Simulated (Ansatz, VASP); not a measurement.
# Two plane-wave programs on Si

```
Si
1.0
     3.80196    0.00000    0.00000
    -1.90098    3.29260    0.00000
     0.00000    0.00000    6.29028
Si
4
Cartesian
  0.0000 2.1951 0.3966
  1.9010 1.0975 3.5418
  0.0000 2.1951 2.7485
  1.9010 1.0975 5.8937
```

This isn't the form of Si at room conditions, which is diamond.

Alike in both runs: functional LDA; k mesh 12 × 12 × 6; occupations gaussian, width 0.02 eV; no spin polarisation.

Ansatz relaxed the structure, and its values are those at the end. VASP's run is a single point on that final structure, the one shown.

|  | VASP | Ansatz |
| --- | --- | --- |
| version | VASP 6.6.1 | Ansatz 0.2.0 |
| potentials or method | VASP PAW LDA potentials, release 64 (Si) | scalar-relativistic, plane waves, PAW |
| plane-wave cutoff (eV) | 520 | 420 |
| valence electrons in the cell | 16 | 16 |

```tsv
	VASP	Ansatz	Ansatz less VASP
gap on the k mesh at the Fermi level (eV)	0.27	0.27	+0.002
least direct gap on the mesh (eV)	1.00	0.99	-0.009
pressure (GPa)	0.0	0.0	-0.05
```

A k mesh can miss the band edges.
